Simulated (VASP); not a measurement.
# HfZrSe3 (R-3) in VASP: single point with r2SCAN

Aim: the single point of HfZrSe3 with r2SCAN.

All numbers are computed with VASP 6.6.1; they aren't measurements. Logs are shortened: lines on timing, memory, paths and dates and some standing lists are left out, and cuts for length are marked.

## Step 1: Starting point

It takes space group R-3 (No. 148, trigonal). Conventional cell: a = 6.641 Å, b = 6.641 Å, c = 18.866 Å, α = 90.00°, β = 90.00°, γ = 120.00°. Around Zr (site symmetry 3) lie 6 Se at 2.73 to 2.74 Å and 1 Hf at 3.13 Å. Around Hf (site symmetry 3) lie 6 Se at 2.68 to 2.70 Å. Around Se (site symmetry 1) lie 2 Hf at 2.68 to 2.70 Å and 2 Zr at 2.73 to 2.74 Å.

The cell was built by a generator and needn't be a form met in nature.

## Step 2: Single point, r2SCAN

File INCAR:

```
SYSTEM = HfZrSe3
PREC     = Accurate       ! precision mode
ENCUT    = 520            ! plane-wave cutoff, eV
EDIFF    = 1E-6           ! SCF threshold, eV
ISMEAR   = 0              ! smearing method
SIGMA    = 0.1            ! smearing width, eV
LREAL    = .FALSE.        ! projectors in reciprocal space
LASPH    = .TRUE.         ! aspherical terms in the spheres
NELM     = 150            ! most SCF steps
ALGO     = Normal         ! electronic algorithm
ISIF     = 2              ! what is computed and relaxed
LWAVE    = .FALSE.        ! write WAVECAR
LCHARG   = .FALSE.        ! write CHGCAR
METAGGA  = R2SCAN         ! meta-GGA
LMIXTAU  = .TRUE.       
NBANDS   = 51             ! bands
KPAR     = 4
```

File KPOINTS:

```
Automatic mesh
0
G
  6 6 6
  0 0 0
```

File POSCAR:

```
HfZrSe3
1.0
    3.3202900000      1.9169700000      6.2887400000
   -3.3202900000      1.9169700000      6.2887400000
    0.0000000000     -3.8339400000      6.2887400000
Zr Hf Se
2 2 6
Direct
    0.3338820000      0.3338820000      0.3338820000
    0.6661180000      0.6661180000      0.6661180000
    0.1682210000      0.1682210000      0.1682210000
    0.8317790000      0.8317790000      0.8317790000
    0.7554260000      0.4164410000      0.0820390000
    0.4164410000      0.0820390000      0.7554260000
    0.0820390000      0.7554260000      0.4164410000
    0.2445740000      0.5835590000      0.9179610000
    0.5835590000      0.9179610000      0.2445740000
    0.9179610000      0.2445740000      0.5835590000
```

Potentials or basis: VASP PAW PBE potentials, release 64 (Zr_sv, Hf_pv, Se).

Started as:

```
$ cat potpaw_PBE.64/Zr_sv/POTCAR potpaw_PBE.64/Hf_pv/POTCAR potpaw_PBE.64/Se/POTCAR > POTCAR
$ mpirun -np 4 vasp_std > vasp.out
```

OUTCAR:

```text
SYSTEM = HfZrSe3
   PREC = Accurate
   ENCUT = 520
   EDIFF = 1E-6
   ISMEAR = 0
   LREAL = .FALSE.
   LASPH = .TRUE.
   NELM = 150
   ISIF = 2
   METAGGA = R2SCAN

 ion  position               nearest neighbor table
   1  0.334  0.334  0.334-  10 2.73   8 2.73   9 2.73   6 2.74   5 2.74   7 2.74   3 3.13   2 3.83
                             2 3.83   2 3.83
   2  0.666  0.666  0.666-   7 2.73   5 2.73   6 2.73   9 2.74   8 2.74  10 2.74   4 3.13   1 3.83
                             1 3.83   1 3.83
   3  0.168  0.168  0.168-  10 2.68   8 2.68   9 2.68   7 2.70   6 2.70   5 2.70   1 3.13   4 3.83
                             4 3.83   4 3.83
   4  0.832  0.832  0.832-   7 2.68   5 2.68   6 2.68  10 2.70   9 2.70   8 2.70   2 3.13   3 3.83
                             3 3.83   3 3.83
   5  0.755  0.416  0.082-   4 2.68   3 2.70   2 2.73   1 2.74
   6  0.416  0.082  0.755-   4 2.68   3 2.70   2 2.73   1 2.74
   7  0.082  0.755  0.416-   4 2.68   3 2.70   2 2.73   1 2.74
   8  0.245  0.584  0.918-   3 2.68   4 2.70   1 2.73   2 2.74
   9  0.584  0.918  0.245-   3 2.68   4 2.70   1 2.73   2 2.74
  10  0.918  0.245  0.584-   3 2.68   4 2.70   1 2.73   2 2.74

  LATTYP: Found a trigonal (rhomboedric) cell.
 ALAT       =     7.3652800661
 COS(alpha) =     0.5935533960

  Lattice vectors:

 A1 = (   3.3202900000,   1.9169700000,   6.2887400000)
 A2 = (  -3.3202900000,   1.9169700000,   6.2887400000)
 A3 = (   0.0000000000,  -3.8339400000,   6.2887400000)

Analysis of symmetry for initial positions (statically):
=====================================================================
 Subroutine PRICEL returns:
 Original cell was already a primitive cell.

 Routine SETGRP: Setting up the symmetry group for a
 trigonal (rhombohedral) supercell.

 Subroutine GETGRP returns: Found  6 space group operations
 (whereof  6 operations were pure point group operations)
 out of a pool of 12 trial point group operations.

The static configuration has the point symmetry S_6 .

Analysis of symmetry for dynamics (positions and initial velocities):
=====================================================================
 Subroutine PRICEL returns:
 Original cell was already a primitive cell.

 Routine SETGRP: Setting up the symmetry group for a
 trigonal (rhombohedral) supercell.

 Subroutine GETGRP returns: Found  6 space group operations
 (whereof  6 operations were pure point group operations)
 out of a pool of 12 trial point group operations.

The dynamic configuration has the point symmetry S_6 .

 Subroutine INISYM returns: Found  6 space group operations
 (whereof  6 operations are pure point group operations),
 and found     1 'primitive' translations

----------------------------------------------------------------------------------------
[... 119 lines left out ...]
   PSTRESS=    0.0 pullay stress
   NELECT =      80.0000    total number of electrons
   NUPDOWN=      -1.0000    fix difference up-down
   EMIN   =  10.00;   EMAX   =-10.00  energy-range for DOS
   EFERMI =   0.00;   METHOD = LEGACY
   ISMEAR =     0;   SIGMA  =   0.10  broadening in eV -4-tet -1-fermi 0-gaus
   EFERMI_NEDOS =   21; number of points for ismear=-14 and -15
   IALGO  =     38    algorithm
   IMIX   =      4    mixing-type and parameters
     AMIX     =   0.40;   BMIX     =  1.00
     AMIX_MAG =   1.60;   BMIX_MAG =  1.00
  volume/ion in A,a.u.               =      24.02       162.07
  Fermi-wavevector in a.u.,A,eV,Ry     =   1.134844  2.144544 17.522541  1.287870
  Thomas-Fermi vector in A             =   2.271548
   LORBIT       =      0    0 simple, 1 ext, 2 COOP (PROOUT), +10 PAW based schemes
   METAGGA = R2SCAN    functional components
   LHFCALC =     F    Hartree Fock is set to
   AEXX    =    0.0000 exact exchange contribution
   IVDW    =     0    specifies the selected vdW correction
   LEPSILON=     F    determine dielectric tensor
   LRPA    =     F    only Hartree local field effects (RPA)
 non-spin polarized calculation
 Gauss-broadening in eV      SIGMA  =   0.10
  energy-cutoff  :      520.00
  volume of cell :      240.16
 maximum number of plane-waves:      6527
   NGX = 27   NGY = 27   NGZ = 27

 number of electron      80.0000003 magnetization

 Free energy of the ion-electron system (eV)
  ---------------------------------------------------
  ext. energy  EPLUGINS =         0.00000000
  ---------------------------------------------------
  free energy    TOTEN  =      -236.15018081 eV

  energy without entropy =     -236.12288946  energy(sigma->0) =     -236.13653514

 E-fermi :   5.5295     XC(G=0): -10.4399

 val. band max:        5.5201478747   @ k =   0.5000   0.3333   0.3333
 cond. band min:       5.5307409363   @ k =   0.0000   0.0000   0.0000
 fundamental gap:      0.0105930616
 Fermi energy:         5.5295032339

 k-point     1 :       0.0000    0.0000    0.0000
  band No.  band energies     occupation
      1     -46.1980      2.00000
      2     -46.1895      2.00000
      3     -27.8275      2.00000
      4     -27.8275      2.00000
      5     -27.7763      2.00000
      6     -27.7763      2.00000
[... 1285 lines left out ...]
     50       7.9451      0.00000
     51       8.1355      0.00000

 [... further k-points ...]
[... 5 lines left out ...]
  --------------------------------------------------------------------------------------
  -------------------------------------------------------------------------------------
  Total       -1.2487814     -1.2487810     -2.7912039     -0.0000056      0.0000000     -0.0000000
  in kB       -8.3308780     -8.3308751    -18.6206967     -0.0000372      0.0000000     -0.0000000
  external PRESSURE =     -11.7608166 kB  Pullay stress =       0.0000000 kB

 VOLUME and BASIS-vectors are now :
 -----------------------------------------------------------------------------
  energy-cutoff  :      520.00
  volume of cell :      240.16
      direct lattice vectors                 reciprocal lattice vectors
     3.320290000  1.916970000  6.288740000     0.150589256  0.086942762  0.053004788
    -3.320290000  1.916970000  6.288740000    -0.150589256  0.086942762  0.053004788
     0.000000000 -3.833940000  6.288740000     0.000000000 -0.173885524  0.053004788

 POSITION                                       TOTAL-FORCE (eV/Angst)
 -----------------------------------------------------------------------------------
      0.00000      0.00000      6.29909        -0.000000      0.000000     -0.109600
      0.00000      0.00000     12.56713        -0.000000      0.000000      0.109600
      0.00000      0.00000      3.17369        -0.000000      0.000000      0.112460
      0.00000      0.00000     15.69253        -0.000000      0.000000     -0.112460
      1.12553      1.93190      7.88549        -0.022540      0.095098      0.061505
      1.11031     -1.94069      7.88549         0.093627     -0.028028      0.061505
     -2.23584      0.00879      7.88549        -0.071087     -0.067069      0.061505
     -1.12553     -1.93190     10.98073         0.022540     -0.095098     -0.061505
     -1.11031      1.94069     10.98073        -0.093627      0.028028     -0.061505
      2.23584     -0.00879     10.98073         0.071087      0.067069     -0.061505
 -----------------------------------------------------------------------------------
    total drift:                                0.000000     -0.000000      0.000000

  FREE ENERGIE OF THE ION-ELECTRON SYSTEM (eV)
  ---------------------------------------------------
  free  energy   TOTEN  =      -236.1501808098 eV

  energy  without entropy=     -236.1228894619  energy(sigma->0) =     -236.13653514
```

stdout:

```text
POSCAR found type information on POSCAR ZrHfSe
 POSCAR found :  3 types and      10 ions
 scaLAPACK will be used
 -----------------------------------------------------------------------------
|                                                                             |
|                                                                             |
|     You enforced a specific xc type in the INCAR file but a different       |
|     I HOPE YOU KNOW WHAT YOU ARE DOING!                                     |
|                                                                             |
 -----------------------------------------------------------------------------

 LDA part: xc-table for (None), standard interpolation
 POSCAR, INCAR and KPOINTS ok, starting setup
 FFT: planning ... GRIDC
 FFT: planning ... GRID_SOFT
 FFT: planning ... GRID
 WAVECAR not read
 entering main loop
```

Run time: 9.2 min. Hardware: 4 MPI ranks of Intel Xeon 6975P-C (Granite Rapids), shared host; peak memory 0.75 GiB.

What came out:

| Quantity | Value |
| --- | --- |
| Free energy | -236.1502 eV |
| Pressure | -1.2 GPa |
| Largest force | 0.115 eV/Å |
| Band gap on the k mesh | none (metal or under the smearing width) |

Forces in eV/Å, atoms in the order of the input:
```
Zr   0.000  0.000 -0.110
Zr   0.000  0.000  0.110
Hf   0.000  0.000  0.112
Hf   0.000  0.000 -0.112
Se  -0.023  0.095  0.062
Se   0.094 -0.028  0.062
Se  -0.071 -0.067  0.062
Se   0.023 -0.095 -0.062
Se  -0.094  0.028 -0.062
Se   0.071  0.067 -0.062
```

Levels at points of the mesh, in eV from the Fermi level:
```
           k point  band 37  band 38  band 39  band 40  band 41  band 42  band 43  band 44
(0.00, 0.00, 0.00)    -1.81    -1.81    -1.08     0.00     0.00     0.48     0.48     0.57
(0.50, 0.00, 0.00)    -2.46    -2.41    -0.46    -0.44     0.25     0.49     0.78     1.11
(0.50, 0.50, 0.00)    -2.97    -2.33    -1.01    -0.68    -0.09     0.49     0.98     1.13
(0.50, 0.50, 0.50)    -2.81    -2.81     0.22     0.34     0.64     0.64     0.83     0.83
```

Caveat: the PAW data sets were made with another functional, which shifts forces and pressure a little.
